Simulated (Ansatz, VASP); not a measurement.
## Cross-check of SnTe between VASP and Ansatz

One calculation is typed for both programs; each brings its own data sets. How far apart do they land? The cell is taken from a series of runs on this material, whose earlier steps may have relaxed, scaled, displaced or heated it; both programs get it as it stands.

Program: Ansatz 0.2.0. Level of theory: plane waves, with VASP 6.6.1 beside it; zone-centre phonons at LDA. Results are calculated unless marked as measured.

## (1) Set-up

The structure is orthorhombic, space group Immm (No. 71). The conventional cell has a = 4.233 Å, b = 4.523 Å, c = 6.235 Å, α = 90.00°, β = 90.00°, γ = 90.00°. Nearest to Sn lie 6 Te at 3.10 to 3.12 Å. Te has 6 Sn at 3.10 to 3.12 Å nearest. Farther neighbours and most contacts between anions are not listed.

## (2) Ansatz: zone-centre phonons, LDA

Ansatz runs on its PAW soft_1 files.

Second derivatives magnify differences that forces hide, and they need a tight electronic threshold.

Contents of input.yaml:

```yaml
crystal:
  lattice:
    - [-0.1027224455, 3.0958538644, 3.1177469265]
    - [3.0958538644, -0.1027224455, 3.1177469265]
    - [2.9931314189, 2.9931314189, 0.0]
  atoms:
    - { symbol: Sn, position: [0.0, 0.0, 0.0] }
    - { symbol: Te, position: [0.5, 0.5, 0.5] }
kpoints:
  mp_grid: { grid: [12, 12, 12] }
hamiltonian:
  xc: lda
  pseudopotentials: { kind: paw, azcp: { folder: soft_1 }, xc_functional: pbe }
scf:
  occupations: { method: gaussian, width: 0.01 }
output:
  eigenvalues: true
phonons:
  method: dfpt
```

Run with:

```console
$ ansatz run input.yaml --threads 4 --pin off --max-ram 10240MiB --backend cpu --events-out ev --progress --plain --runs-dir out
```

Numbers of over 12 decimals in the logs are rounded to 6 here.

The program printed:

```text
zone centre: on kpoints.mp_grid the ground state, and the responses unless they are solved on pairs of k-points, stand on 476 of the mesh's 1728 k-points, reduced under 4 symmetry operations, with k and −k counted as one. Each operation leaves every solved displacement unchanged or reverses it
Engine: ansatz 0.2.0, aarch64-unknown-linux-gnu
Pseudopotentials: kind: paw
Pseudopotential: Sn, paw, valence charge 14, recommended cutoff 420 eV (normal), soft_1/Sn.paw.azcp
Pseudopotential: Te, paw, valence charge 16, recommended cutoff 420 eV (normal), soft_1/Te.paw.azcp
Functional definition: SPW92
  exchange = slater_x
  correlation = pw_c
Crystal: 2 atoms, lattice volume = 59.697 Å³
Basis set: ecut = 420 eV, 1191 PW (Γ), exchange–correlation on 60×60×60 points (8 copies of the dense FFT grid, shifted against one another)
Bands: 19, of which v1, the nominal top of the filled ones, is band 15 counted from 1 (14 counted from 0)
Symmetry: 8 space group operations
k-points: 476 of 1728 (irreducible under 4 space group operations)
Non-local potential: Sn, projectors of the file, l = 0: 2, l = 1: 2, l = 2: 2, l = 3: 1
Non-local potential: Te, projectors of the file, l = 0: 2, l = 1: 2, l = 2: 2, l = 3: 1
PAW form: soft (Blöchl's): semilocal exchange-correlation on the pseudo side does not see the compensation charge
PAW frozen core: Sn, regenerated for the run's functional, and the local potential with it (the file was generated under x = pbe(κ = 0.804, μ = 0.219515), c = pbe(β = 0.066725))
PAW frozen core: Te, regenerated for the run's functional, and the local potential with it (the file was generated under x = pbe(κ = 0.804, μ = 0.219515), c = pbe(β = 0.066725))
PAW one-centre angular grid: Sn, 590 points (default); XC on 64 Gauss nodes
PAW one-centre angular grid: Te, 590 points (default); XC on 64 Gauss nodes
Initial density: superposition of atomic densities (chi_scale 0.1, normalization cell, long waves kept (reshape's long-wave potential 0.00 eV rms))
Initial wavefunctions: pseudopotential atomic-orbital guess
Functional: x = slater, c = lda
SCF iter   1: F=—  HF=-12707.405816 eV  |F-HF|=—  |Δ(HF+E_count)|=         —  Δρ=1.08e-2  dr2=7.27e-2  ethr=3.10e-3  ⟨swp⟩=7.6  Hψ=54634  notcnv=0
preconditioner: auto → Kerker (q_TF=auto, 2.433 Å⁻¹)  [metal: Δε(μ)=0.006 eV  Ē_g=8.905 eV  σ=0.010 eV  W_gap=0.31  n_scr=14 (ndim 8)  ℏωp=15.2 eV  f_vac=0.000  D(μ)=0.64/eV (n_scr^D=0)]
SCF iter   2: F=—  HF=-12707.397282 eV  |F-HF|=—  |Δ(HF+E_count)|=   8.53e-3  Δρ=7.05e-3  dr2=3.42e-2  ethr=2.42e-4  ⟨swp⟩=2.0  Hψ=14829  notcnv=0
SCF iter   3: F=—  HF=-12707.392181 eV  |F-HF|=—  |Δ(HF+E_count)|=   5.10e-3  Δρ=1.41e-3  dr2=1.88e-3  ethr=1.14e-4  ⟨swp⟩=2.1  Hψ=11697  notcnv=0
SCF iter   4: F=—  HF=-12707.392233 eV  |F-HF|=—  |Δ(HF+E_count)|=   5.19e-5  Δρ=4.21e-4  dr2=1.73e-4  ethr=6.25e-6  ⟨swp⟩=2.1  Hψ=13539  notcnv=0
SCF iter   5: F=—  HF=-12707.392253 eV  |F-HF|=—  |Δ(HF+E_count)|=   1.99e-5  Δρ=1.19e-4  dr2=1.31e-5  ethr=5.78e-7  ⟨swp⟩=2.0  Hψ=11958  notcnv=0
SCF iter   6: F=—  HF=-12707.392253 eV  |F-HF|=—  |Δ(HF+E_count)|=   8.53e-8  Δρ=3.18e-5  dr2=6.70e-7  ethr=4.36e-8  ⟨swp⟩=2.0  Hψ=16166  notcnv=0
SCF iter   7: F=—  HF=-12707.392253 eV  |F-HF|=—  |Δ(HF+E_count)|=   6.69e-8  Δρ=1.05e-5  dr2=5.73e-8  ethr=2.23e-9  ⟨swp⟩=2.0  Hψ=16189  notcnv=0
SCF iter   8: F=—  HF=-12707.392253 eV  |F-HF|=—  |Δ(HF+E_count)|=   1.50e-8  Δρ=2.26e-6  dr2=3.73e-9  ethr=1.91e-10  ⟨swp⟩=2.3  Hψ=13266  notcnv=0
SCF iter   9: F=—  HF=-12707.392253 eV  |F-HF|=—  |Δ(HF+E_count)|=   1.58e-9  Δρ=3.29e-7  dr2=7.47e-11  ethr=1.24e-11  ⟨swp⟩=2.0  Hψ=16189  notcnv=0
SCF iter  10: F=-12707.392253 eV  HF=-12707.392253 eV  |F-HF|=3.64e-12  |Δ(HF+E_count)|=  1.46e-11  Δρ=7.99e-8  dr2=7.45e-12  ethr=1.00e-12  ⟨swp⟩=6.3  Hψ=39790  notcnv=0
SCF 1 converged in 10 iterations: F = -12707.392253 eV  dr2 = 7.45e-12
  greatest PAW one-centre occupation: 0.999 electrons in one spin orbital (limit 2), on the Te atom at site 1 (counted from 0), in its partial waves of l = 2
DFPT response loops at Γ: preconditioner auto → Kerker (q_TF=auto, 2.433 Å⁻¹) (partly filled bands, converged f_vac=0.003); β = 1.00, the filter's whole step (`scf.mixing.beta` (0.50) is not read by the response loops under this deck's `scf.mixing.preconditioner`; to damp them name `kerker` or `kerker_dos`, under which they read `scf.mixing.beta`, and type it under 1.00, their step now; both keys bind the ground state too); Broyden in place of MSR1
SCF converged after 10 iterations
Free energy (F): -12707.392253 eV
Harris-Foulkes:  -12707.392253 eV  (|F-HF|=3.64e-12)
Internal energy: -12707.392236 eV  (E = F + TS)
E sigma→0 (E₀):  -12707.392245 eV
Entropy (-TS):   -0.000017 eV (-0.008 meV/atom)
Fermi energy:    10.047176 eV
--- Per-component energies (eV) ---
  E_band       = -342.183667
  E_kinetic    = 342.314907
  E_local      = -2619.133146  (includes V_loc(G=0)·N_el)
  E_nonlocal   = 221.480662
  E_hartree    = 1310.077469
  E_xc         = -247.867948
  E_vxc        = -184.668785  (∫ρ·V_xc dr)
  E_paw        = -8743.122413  (= ΣΔE_a)
  E_vpaw       = -722.332602  (= ΣTr[D̂ρ^β])
  E_aug_tail   = 0.000347  (compensation charges beyond the density's cutoff)
  E_ewald      = -2972.245647
  E_core_change = 1.103533  (= ΣΔE_core)
  E_smearing   = -0.000017  (= −TS)
  E_closure    = -0.000000  (closes the sum)
  Σ components = -12707.392253   (vs F -12707.392253, Δ=0.00e0)
--- Band table (eV; the first three rows and the last of 476) ---
  k-point 0: bands = [... 11 lower, 5.3981, 7.5093, 7.8859, 8.1734, 13.3513, 13.4755, 13.6760, 14.4502]
  k-point 1: bands = [... 11 lower, 5.0507, 7.5260, 7.9535, 8.3274, 13.0209, 13.0943, 13.2563, 14.6098]
  k-point 2: bands = [... 11 lower, 4.2708, 7.5802, 7.9841, 8.7178, 12.2855, 12.3574, 12.4280, 14.8652]
  k-point 475: bands = [... 11 lower, 3.4782, 4.2146, 5.8174, 6.5475, 12.1853, 15.0982, 15.3480, 16.6402]
--- Phonons (Γ-DFPT): 4 representative perturbations + reference, on 476 of 1728 k-points (Σ response iterations 12) ---
  k mesh reduced under 4 symmetry operations, with k and −k counted as one. Each operation leaves every solved displacement unchanged or reverses it
  ASR residual: 8.407e-5 → 0.000e0 eV/Å²; symmetrization residual: 8.845e-6 eV/Å²
  ASR residual per site (eV/Å²): 6.90e-5 8.41e-5
  Γ frequencies (cm⁻¹): 0.00 0.00 0.00 16.57 35.39 59.81
  non-analytic LO–TO correction: not included (Born effective charges unavailable; polar crystals: no LO–TO splitting at Γ)
```

[end of part 1 of 2]

[Lines on the potential files, build, host, timing and source positions are cut from VASP's logs without a mark.]

[Logs are printed without paths, hosts, clocks, repeated set-up lines and the standing remarks that a program may print on its own settings, such as how far it seeks lower states.]

[Hosts, paths, dates, database ids (printed as entryN), source tags and the programs' standing remarks are cut or masked in the printed files.]
